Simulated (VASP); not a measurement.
These are PBE GGA, VASP's PBE PAW potentials (set 64) (plane waves; VASP) values and carry that method's errors.

Input for VASP

File KPOINTS:
```
Automatic mesh
0
Gamma
9 9 9
0 0 0
```

### INCAR
```
! general
SYSTEM  = AuZn
PREC    = Accurate
ENCUT   = 400
LREAL   = F
LASPH   = T   ! aspherical one-centre terms

! electronic loop
EDIFF   = 1E-6
NELM    = 100   ! most electronic steps
ALGO    = Normal   ! blocked Davidson
LMAXMIX = 6   ! l cut-off of mixed one-centre charges

! smearing
ISMEAR  = 1   ! Methfessel-Paxton
SIGMA   = 0.1   ! width (eV)

! functional
GGA     = PE

! ions
ISIF    = 2   ! forces and stress, cell fixed

! output
LWAVE   = F
LCHARG  = F
```

**POSCAR**
```
AuZn
3.150
  1.0000000000   0.0000000000   0.0000000000
  0.0000000000   1.0000000000   0.0000000000
  0.0000000000   0.0000000000   1.0000000000
Zn Au
1 1
Cartesian
  0.5000000000   0.5000000000   0.5000000000
  0.0000000000   0.0000000000   0.0000000000
```

POTCAR, in this order: Zn Au (PBE.64 set). Program: vasp_std.

Output

OUTCAR:
```
 ion  position               nearest neighbor table
   1  0.500  0.500  0.500-   2 2.73   2 2.73   2 2.73   2 2.73   2 2.73   2 2.73   2 2.73   2 2.73
  LATTYP: Found a simple cubic cell.
 ALAT       =     3.1500000000
 Subroutine PRICEL returns:
 Original cell was already a primitive cell.
 Subroutine GETGRP returns: Found 48 space group operations
The static configuration has the point symmetry O_h .
The dynamic configuration has the point symmetry O_h .
 Subroutine INISYM returns: Found 48 space group operations
 Subroutine IBZKPT returns following result:
 Found     35 irreducible k-points:

 Following reciprocal coordinates:
            Coordinates               Weight
  0.000000  0.000000  0.000000      1.000000
  0.111111  0.000000  0.000000      6.000000
  0.222222  0.000000  0.000000      6.000000
  0.333333  0.000000  0.000000      6.000000
  0.444444  0.000000  0.000000      6.000000
  0.111111  0.111111  0.000000     12.000000
  0.222222  0.111111  0.000000     24.000000
  0.333333  0.111111  0.000000     24.000000
  0.444444  0.111111  0.000000     24.000000
  0.222222  0.222222  0.000000     12.000000
...
```

File OSZICAR:
```
       N       E                     dE             d eps       ncg     rms          rms(c)
DAV:   1     0.111294051728E+03    0.11129E+03   -0.10067E+04  1074   0.165E+03
DAV:   2    -0.177605028852E+01   -0.11307E+03   -0.10961E+03  1085   0.304E+02
DAV:   3    -0.515484546111E+01   -0.33788E+01   -0.33734E+01  1274   0.636E+01
DAV:   4    -0.517564138291E+01   -0.20796E-01   -0.20795E-01  1204   0.436E+00
DAV:   5    -0.517587150559E+01   -0.23012E-03   -0.23012E-03  1302   0.460E-01    0.853E+00
DAV:   6    -0.475711716096E+01    0.41875E+00   -0.14452E+00  1071   0.143E+01    0.542E+00
DAV:   7    -0.473124541651E+01    0.25872E-01   -0.34805E-02  1395   0.403E+00    0.287E+00
DAV:   8    -0.472304053705E+01    0.82049E-02   -0.90840E-03  1266   0.114E+00    0.143E-01
DAV:   9    -0.472307003635E+01   -0.29499E-04   -0.39699E-04  1176   0.220E-01    0.770E-02
DAV:  10    -0.472308041524E+01   -0.10379E-04   -0.42629E-05  1295   0.134E-01    0.165E-02
DAV:  11    -0.472308017982E+01    0.23542E-06   -0.14247E-05  1134   0.104E-01    0.323E-03
DAV:  12    -0.472308012919E+01    0.50631E-07   -0.31776E-07   595   0.154E-02
   1 F= -.47230801E+01 E0= -.47227945E+01  d E =-.857005E-03
```

File OUTCAR:
```
------------------------ aborting loop because EDIFF is reached ----------------------------------------
  FORCE on cell =-STRESS in cart. coord.  units (eV):
  Direction    XX          YY          ZZ          XY          YZ          ZX
  --------------------------------------------------------------------------------------
  Total        0.8777922      0.8777922      0.8777922      0.0000000     -0.0000000      0.0000000
  in kB       44.9956634     44.9956634     44.9956634      0.0000000     -0.0000000      0.0000000
  external PRESSURE =      44.9956634 kB  Pullay stress =       0.0000000 kB
  volume of cell :       31.26
      direct lattice vectors                 reciprocal lattice vectors
     3.150000000  0.000000000  0.000000000     0.317460317  0.000000000  0.000000000
     0.000000000  3.150000000  0.000000000     0.000000000  0.317460317  0.000000000
     0.000000000  0.000000000  3.150000000     0.000000000  0.000000000  0.317460317
 POSITION                                       TOTAL-FORCE (eV/Angst)
 -----------------------------------------------------------------------------------
      1.57500      1.57500      1.57500         0.000000      0.000000      0.000000
      0.00000      0.00000      0.00000         0.000000      0.000000      0.000000
 -----------------------------------------------------------------------------------
    total drift:                                0.000000      0.000000     -0.000000
  FREE ENERGIE OF THE ION-ELECTRON SYSTEM (eV)
  ---------------------------------------------------
  free  energy   TOTEN  =        -4.7230801292 eV

  energy  without entropy=       -4.7222231239  energy(sigma->0) =       -4.72279446
```
(Selected blocks of OUTCAR.)

### OUTCAR
```
 val. band max:        6.9693484914   @ k =   0.3333   0.2222   0.0000

 cond. band min:       7.2099620188   @ k =   0.4444   0.4444   0.3333


 Fermi energy:         7.1958485194

 k-point     1 :       0.0000    0.0000    0.0000
  band No.  band energies     occupation
      1      -3.5308      2.00000
      2      -1.0468      2.00000
      3      -1.0468      2.00000
      4      -0.3609      2.00000
      5      -0.3609      2.00000
      6      -0.3609      2.00000
      7       1.6413      2.00000
      8       1.6413      2.00000
      9       3.3221      2.00000
     10       3.3221      2.00000
     11       3.3221      2.00000
     12      12.0558      0.00000
     13      12.0558      0.00000
     14      12.0558      0.00000
     15      15.8808      0.00000

 k-point     2 :       0.1111    0.0000    0.0000
  band No.  band energies     occupation
      1      -3.3127      2.00000
      2      -0.9996      2.00000
      3      -0.9833      2.00000
      4      -0.3632      2.00000
      5      -0.3632      2.00000
      6      -0.3432      2.00000
      7       1.6069      2.00000
      8       1.7004      2.00000
      9       3.1623      2.00000
     10       3.1623      2.00000
     11       3.3047      2.00000
     12      10.5415      0.00000
     13      12.4621      0.00000
     14      12.4621      0.00000
     15      16.7101      0.00000

 k-point     3 :       0.2222    0.0000    0.0000
  band No.  band energies     occupation
      1      -2.6826      2.00000
      2      -0.8727      2.00000
      3      -0.8250      2.00000
      4      -0.3675      2.00000
      5      -0.3675      2.00000
      6      -0.2970      2.00000
      7       1.5122      2.00000
      8       1.8444      2.00000
      9       2.7909      2.00000
     10       2.7909      2.00000
     11       3.2597      2.00000
     12       8.1431     -0.00000
     13      13.5728      0.00000
     14      13.5728      0.00000
     15      17.2912      0.00000
...
```

Unless said otherwise, spin-orbit coupling is left out, though it shifts the bands of the heavy elements here.

The compound is AuZn in the CsCl type structure. The cell was not relaxed at this level. The electron count is odd and the run is not spin-polarised, which forces a metal.
